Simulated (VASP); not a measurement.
Method: PBE GGA, VASP's PBE PAW potentials (set 64) (plane waves; VASP).

The input files of a VASP run:

POSCAR:
```
Lu
1
    1.7850000000    -3.0917110000     0.0000000000
    1.7850000000     3.0917110000     0.0000000000
    0.0000000000     0.0000000000     5.6610000000
Lu
2
Direct
  0.3333330000   0.6666670000   0.2500000000
  0.6666670000   0.3333330000   0.7500000000
```

**INCAR**
```
LCHARG=F
LREAL=F   # projection in real space or not
ISIF=2   # forces and stress, cell fixed
ALGO=Normal
LMAXMIX=6   # l cut-off of mixed one-centre charges
ISMEAR=1   # Methfessel-Paxton
LWAVE=F
EDIFF=1E-6   # SCF stop (eV)
NELM=100
ENCUT=400
LASPH=T
SYSTEM=Lu
GGA=PE
SIGMA=0.1
PREC=Accurate
```

KPOINTS:
```
Regular mesh
0
G
  9 9 5
```

POTCAR, in this order: Lu_3 (PBE.64 set). Program: vasp_std.

Output

### OSZICAR
```
       N       E                     dE             d eps       ncg     rms          rms(c)
DAV:   1     0.380661989144E+02    0.38066E+02   -0.78754E+03  1685   0.133E+03
DAV:   2    -0.663183805969E+01   -0.44698E+02   -0.43677E+02  1577   0.639E+02
DAV:   3    -0.874544240091E+01   -0.21136E+01   -0.19981E+01  1622   0.575E+01
DAV:   4    -0.889266912202E+01   -0.14723E+00   -0.13138E+00  1757   0.113E+01
DAV:   5    -0.889907325444E+01   -0.64041E-02   -0.63941E-02  1569   0.182E+00    0.244E+01
DAV:   6    -0.887401601100E+01    0.25057E-01   -0.43938E-02  1577   0.441E+00    0.145E+01
DAV:   7    -0.887500538073E+01   -0.98937E-03   -0.81316E-02  1532   0.590E+00    0.356E-01
DAV:   8    -0.887483862187E+01    0.16676E-03   -0.58575E-03  1558   0.123E+00    0.772E-02
DAV:   9    -0.887485601351E+01   -0.17392E-04   -0.23728E-04  1624   0.226E-01    0.327E-02
DAV:  10    -0.887485091842E+01    0.50951E-05   -0.25466E-05  1608   0.845E-02    0.376E-02
DAV:  11    -0.887485150141E+01   -0.58299E-06   -0.97930E-07   973   0.187E-02
   1 F= -.88748515E+01 E0= -.88743098E+01  d E =-.162520E-02
```

OUTCAR:
```
------------------------ aborting loop because EDIFF is reached ----------------------------------------
  FORCE on cell =-STRESS in cart. coord.  units (eV):
  Direction    XX          YY          ZZ          XY          YZ          ZX
  --------------------------------------------------------------------------------------
  Total       -0.8501511     -0.8501513     -1.1637588      0.0000000     -0.0000000      0.0000000
  in kB      -21.7994961    -21.7995004    -29.8409940      0.0000000     -0.0000000      0.0000000
  external PRESSURE =     -24.4799968 kB  Pullay stress =       0.0000000 kB
  volume of cell :       62.48
      direct lattice vectors                 reciprocal lattice vectors
     1.785000000 -3.091711000  0.000000000     0.280112045 -0.161722748  0.000000000
     1.785000000  3.091711000  0.000000000     0.280112045  0.161722748  0.000000000
     0.000000000  0.000000000  5.661000000     0.000000000  0.000000000  0.176647235
 POSITION                                       TOTAL-FORCE (eV/Angst)
 -----------------------------------------------------------------------------------
      1.78500      1.03057      1.41525        -0.000000      0.000000      0.000000
      1.78500     -1.03057      4.24575         0.000000     -0.000000      0.000000
 -----------------------------------------------------------------------------------
    total drift:                                0.000000      0.000074     -0.000012
  FREE ENERGIE OF THE ION-ELECTRON SYSTEM (eV)
  ---------------------------------------------------
  free  energy   TOTEN  =        -8.8748515014 eV

  energy  without entropy=       -8.8732263010  energy(sigma->0) =       -8.87430977
```
(Selected blocks of OUTCAR.)

The compound is Lu in the hcp structure. The cell was not relaxed at this level.
